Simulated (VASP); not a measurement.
Input:

```
CELL_PARAMETERS angstrom
      0.00000     2.97011     2.97011
      2.97011     0.00000     2.97011
      2.97011     2.97011     0.00000
ATOMIC_POSITIONS crystal
  In 0.00000 0.00000 0.00000
  As 0.25000 0.25000 0.25000
```

Calculation: PBEsol GGA, VASP's PBE PAW potentials (set 64) (plane waves; VASP). Numerical set-up: 500 eV cut-off, 11×11×11 Γ-centred mesh, first-order Methfessel-Paxton smearing of 0.10 eV, potentials In_d As.

Unless said otherwise, spin-orbit coupling is left out, though it shifts the bands of the heavy elements here.

Q: What does the run give for the energy per atom (σ→0), pressure, band gap (on the k-mesh) with the smallest direct gap where there is one?

A: 
The band gap (on the k-mesh) is none (metal, semimetal or under 0.01 eV). The energy per atom (σ→0) is -4.215 eV/atom and the pressure comes out as 4.97 GPa.

Only differences to runs with the same potentials and settings are physical.

The structure was generated: InAs was put into the zinc blende type (F-43m), which need not be its known phase. It was relaxed first under an external pressure of 5 GPa.
